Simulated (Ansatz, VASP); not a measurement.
# Hf2Ti2SbN3: VASP beside Ansatz

Aim: how closely do two programs agree when they are given the same cell, functional and k mesh? The cell is invented: As first built, before any earlier steps moved the atoms (in the runner's words): it takes the HfTiN2 structure with some of its atoms replaced by other elements, volume scaled by an estimate. It may not be a known or stable phase. The cell is taken from a series of VASP runs on this material, whose earlier steps may have relaxed, scaled or displaced it; both programs get it as it stands. Valence electrons are named where the data sets of a main pair hold unlike numbers.

Method: plane waves, with VASP 6.6.1 beside it; single point at LDA, in Ansatz 0.2.0.

### Step 1. The starting structure

The cell holds 64 atoms: 16 Hf, 8 Sb, 16 Ti and 24 N. Cell: a = 10.300 Å, b = 10.300 Å, c = 20.600 Å, α = 140.5°, β = 140.5°, γ = 57.2°. It derives from Hf2Ti2SbN3. As first built, before any earlier steps moved the atoms (in the runner's words): sites of the HfTiN2 structure (space group 123) filled with other elements, volume scaled by an estimate.

As a file:

```cif
data_structure
_symmetry_space_group_name_H-M 'P 1'
_symmetry_Int_Tables_number 1
_cell_length_a 10.3001
_cell_length_b 10.3001
_cell_length_c 20.6001
_cell_angle_alpha 140.460
_cell_angle_beta 140.460
_cell_angle_gamma 57.155
_cell_volume 878.31
loop_
_atom_site_label
_atom_site_type_symbol
_atom_site_fract_x
_atom_site_fract_y
_atom_site_fract_z
_atom_site_occupancy
Hf1 Hf 0.25000 0.25000 0.00000 1
Hf2 Hf 0.75000 0.75000 0.00000 1
Hf3 Hf 0.75000 0.25000 0.25000 1
Hf4 Hf 0.25000 0.75000 0.25000 1
Hf5 Hf 0.25000 0.25000 0.50000 1
Hf6 Hf 0.75000 0.75000 0.50000 1
Hf7 Hf 0.75000 0.25000 0.75000 1
Hf8 Hf 0.25000 0.75000 0.75000 1
Hf9 Hf 0.00000 0.00000 0.00000 1
Hf10 Hf 0.50000 0.50000 0.00000 1
Hf11 Hf 0.50000 0.00000 0.25000 1
Hf12 Hf 0.00000 0.50000 0.25000 1
Hf13 Hf 0.00000 0.00000 0.50000 1
Hf14 Hf 0.50000 0.50000 0.50000 1
Hf15 Hf 0.50000 0.00000 0.75000 1
Hf16 Hf 0.00000 0.50000 0.75000 1
Sb17 Sb 0.50000 0.50000 0.25000 1
Sb18 Sb 0.00000 0.00000 0.25000 1
Sb19 Sb 0.00000 0.50000 0.50000 1
Sb20 Sb 0.50000 0.00000 0.50000 1
Sb21 Sb 0.50000 0.50000 0.75000 1
Sb22 Sb 0.00000 0.00000 0.75000 1
Sb23 Sb 0.00000 0.50000 0.00000 1
Sb24 Sb 0.50000 0.00000 0.00000 1
Ti25 Ti 0.64295 0.64295 0.25000 1
Ti26 Ti 0.14295 0.14295 0.25000 1
Ti27 Ti 0.14295 0.64295 0.50000 1
Ti28 Ti 0.64295 0.14295 0.50000 1
Ti29 Ti 0.64295 0.64295 0.75000 1
Ti30 Ti 0.14295 0.14295 0.75000 1
Ti31 Ti 0.14295 0.64295 0.00000 1
Ti32 Ti 0.64295 0.14295 0.00000 1
Ti33 Ti 0.35705 0.35705 0.25000 1
Ti34 Ti 0.85705 0.85705 0.25000 1
Ti35 Ti 0.85705 0.35705 0.50000 1
Ti36 Ti 0.35705 0.85705 0.50000 1
Ti37 Ti 0.35705 0.35705 0.75000 1
Ti38 Ti 0.85705 0.85705 0.75000 1
Ti39 Ti 0.85705 0.35705 0.00000 1
Ti40 Ti 0.35705 0.85705 0.00000 1
N41 N 0.38024 0.38024 0.00000 1
N42 N 0.88024 0.88024 0.00000 1
N43 N 0.88024 0.38024 0.25000 1
N44 N 0.38024 0.88024 0.25000 1
N45 N 0.38024 0.38024 0.50000 1
N46 N 0.88024 0.88024 0.50000 1
N47 N 0.88024 0.38024 0.75000 1
N48 N 0.38024 0.88024 0.75000 1
N49 N 0.11976 0.11976 0.00000 1
N50 N 0.61976 0.61976 0.00000 1
N51 N 0.61976 0.11976 0.25000 1
N52 N 0.11976 0.61976 0.25000 1
N53 N 0.11976 0.11976 0.50000 1
N54 N 0.61976 0.61976 0.50000 1
N55 N 0.61976 0.11976 0.75000 1
N56 N 0.11976 0.61976 0.75000 1
N57 N 0.25000 0.25000 0.25000 1
N58 N 0.75000 0.75000 0.25000 1
N59 N 0.75000 0.25000 0.50000 1
N60 N 0.25000 0.75000 0.50000 1
N61 N 0.25000 0.25000 0.75000 1
N62 N 0.75000 0.75000 0.75000 1
N63 N 0.75000 0.25000 0.00000 1
N64 N 0.25000 0.75000 0.00000 1
```

### Step 2. VASP: single point, LDA

A single point gives forces, pressure and levels at one fixed geometry, so differences don't come from the geometry; what else differs is listed under the comparison.

Lines of VASP's logs that name or quote its potential files are left out, and so is its time.

The input, INCAR:

```
SYSTEM = Hf2Ti2SbN3
PREC = Normal
ENCUT = 400
EDIFF = 1E-05
NELM = 120
ISMEAR = 1
SIGMA = 0.2
LREAL = Auto
ALGO = Fast
GGA = CA
LORBIT = 11
LWAVE = .FALSE.
LCHARG = .FALSE.
```

The input, POSCAR:

```
Hf2Ti2SbN3
1.0
   -3.4839384546      3.4839384546      9.0452031540
    3.4839384546     -3.4839384546      9.0452031540
    6.9678769092      6.9678769092    -18.0904063080
Hf Sb Ti N
16 8 16 24
Direct
    0.2500000000      0.2500000000      0.0000000000
    0.7500000000      0.7500000000      0.0000000000
    0.7500000000      0.2500000000      0.2500000000
    0.2500000000      0.7500000000      0.2500000000
    0.2500000000      0.2500000000      0.5000000000
    0.7500000000      0.7500000000      0.5000000000
    0.7500000000      0.2500000000      0.7500000000
    0.2500000000      0.7500000000      0.7500000000
    0.0000000000      0.0000000000      0.0000000000
    0.5000000000      0.5000000000      0.0000000000
    0.5000000000      0.0000000000      0.2500000000
    0.0000000000      0.5000000000      0.2500000000
    0.0000000000      0.0000000000      0.5000000000
    0.5000000000      0.5000000000      0.5000000000
    0.5000000000      0.0000000000      0.7500000000
    0.0000000000      0.5000000000      0.7500000000
    0.5000000000      0.5000000000      0.2500000000
    0.0000000000      0.0000000000      0.2500000000
    0.0000000000      0.5000000000      0.5000000000
    0.5000000000      0.0000000000      0.5000000000
    0.5000000000      0.5000000000      0.7500000000
    0.0000000000      0.0000000000      0.7500000000
    0.0000000000      0.5000000000      0.0000000000
    0.5000000000      0.0000000000      0.0000000000
    0.6429526619      0.6429526619      0.2500000000
    0.1429526619      0.1429526619      0.2500000000
    0.1429526619      0.6429526619      0.5000000000
    0.6429526619      0.1429526619      0.5000000000
    0.6429526619      0.6429526619      0.7500000000
    0.1429526619      0.1429526619      0.7500000000
    0.1429526619      0.6429526619      0.0000000000
    0.6429526619      0.1429526619      0.0000000000
    0.3570473381      0.3570473381      0.2500000000
    0.8570473381      0.8570473381      0.2500000000
    0.8570473381      0.3570473381      0.5000000000
    0.3570473381      0.8570473381      0.5000000000
    0.3570473381      0.3570473381      0.7500000000
    0.8570473381      0.8570473381      0.7500000000
    0.8570473381      0.3570473381      0.0000000000
    0.3570473381      0.8570473381      0.0000000000
    0.3802356812      0.3802356811      0.0000000000
    0.8802356812      0.8802356812      0.0000000000
    0.8802356812      0.3802356811      0.2500000000
    0.3802356812      0.8802356811      0.2500000000
    0.3802356811      0.3802356812      0.5000000000
    0.8802356811      0.8802356811      0.5000000000
    0.8802356811      0.3802356811      0.7500000000
    0.3802356811      0.8802356812      0.7500000000
    0.1197643188      0.1197643188      0.0000000000
    0.6197643189      0.6197643188      0.0000000000
    0.6197643188      0.1197643188      0.2500000000
    0.1197643189      0.6197643188      0.2500000000
    0.1197643188      0.1197643188      0.5000000000
    0.6197643189      0.6197643188      0.5000000000
    0.6197643188      0.1197643188      0.7500000000
    0.1197643188      0.6197643188      0.7500000000
    0.2500000000      0.2500000000      0.2500000000
    0.7500000000      0.7500000000      0.2500000000
    0.7500000000      0.2500000000      0.5000000000
    0.2500000000      0.7500000000      0.5000000000
    0.2500000000      0.2500000000      0.7500000000
    0.7500000000      0.7500000000      0.7500000000
    0.7500000000      0.2500000000      0.0000000000
    0.2500000000      0.7500000000      0.0000000000
```

The input, KPOINTS:

```
Automatic mesh
0
Gamma
4 4 4
0 0 0
```

PAW data sets: Hf, Sb, Ti and N (LDA family, release 64).

Command:

```
$ export OMP_NUM_THREADS=5
$ mpirun -np 1 vasp_std
```

Numbers of over 12 decimals in the logs are rounded to 6 here.

What it wrote:

```text
[banner, memory and clock lines left out]
running    1 mpi-ranks, on    1 nodes
[...]
Offloading initialized ...    1 GPUs detected
[...]
LDA part: xc-table for (Slater(with rela. corr.)+CA(PZ))
 , standard interpolation
 POSCAR, INCAR and KPOINTS ok, starting setup
[...]
entering main loop
       N       E                     dE             d eps       ncg     rms          rms(c)
DAV:   1     0.238320836174E+04    0.23832E+04   -0.89156E+04  7434   0.119E+03
DAV:   2     0.775890833359E+02   -0.23056E+04   -0.22147E+04  7435   0.326E+02
DAV:   3    -0.650552320638E+03   -0.72814E+03   -0.71150E+03 11721   0.159E+02
DAV:   4    -0.718841749772E+03   -0.68289E+02   -0.67136E+02 10868   0.546E+01
[...]
RMM:  20    -0.608734508870E+03   -0.99687E-05   -0.23218E-04  9453   0.246E-02    0.199E-02
RMM:  21    -0.608734495881E+03    0.12989E-04    0.11542E-05  6660   0.135E-02    0.108E-02
RMM:  22    -0.608734492530E+03    0.33510E-05   -0.64780E-06  7329   0.124E-02
   1 F= -.60873449E+03 E0= -.60875143E+03  d E =0.508063E-01
```

From OUTCAR (step 2):

```text
  Total       -5.1684099     -5.1684099    -20.3958519      0.2057316      0.0000000      0.0000000
  in kB       -9.4279717     -9.4279717    -37.2051596      0.3752860      0.0000000      0.0000000
  external PRESSURE =     -18.6870344 kB  Pullay stress =       0.0000000 kB

 POSITION                                       TOTAL-FORCE (eV/Angst)
 -----------------------------------------------------------------------------------
      0.00000      0.00000      4.52260        -0.000000     -0.000000      0.000000
      0.00000      0.00000     13.56780        -0.000000      0.000000      0.000000
      0.00000      3.48394      4.52260         0.000000     -0.000000      0.000000
      3.48394      0.00000      4.52260         0.000000     -0.000000      0.000000
      3.48394      3.48394     -4.52260         0.000000      0.000000      0.000000
      3.48394      3.48394      4.52260         0.000000     -0.000000      0.000000
      3.48394      6.96788     -4.52260         0.000000      0.000000      0.000000
      6.96788      3.48394     -4.52260        -0.000000     -0.000000      0.000000
      0.00000      0.00000      0.00000         0.000000     -0.000000      0.000000
      0.00000      0.00000      9.04520        -0.000000     -0.000000      0.000000
      0.00000      3.48394      0.00000        -0.000000     -0.000000      0.000000
      3.48394      0.00000      0.00000         0.000000      0.000000      0.000000
      3.48394      3.48394     -9.04520         0.000000      0.000000      0.000000
      3.48394      3.48394      0.00000         0.000000      0.000000      0.000000
[...]
-----------------------------------------------------------------------------------
    total drift:                                0.000001     -0.000001      0.000004

  FREE ENERGIE OF THE ION-ELECTRON SYSTEM (eV)
  ---------------------------------------------------
  free  energy   TOTEN  =      -608.7344925301 eV

  energy  without entropy=     -608.7852988608  energy(sigma->0) =     -608.75142797

[... 1 further part left out ...]
```

This run has no spin polarisation, so a moment on Ti, if there is one, isn't seen. The data sets Hf and Ti keep the semicore shell frozen, which is cheaper and a little less accurate.

(Part 1 of 2 ends here.)

[Lines on the potential files, build, host, timing and source positions are cut from VASP's logs without a mark.]

[Logs are printed without paths, hosts, clocks, repeated set-up lines and the standing remarks that a program may print on its own settings, such as how far it seeks lower states.]

[Hosts, paths, dates, database ids (printed as entryN), source tags and the programs' standing remarks are cut or masked in the printed files.]
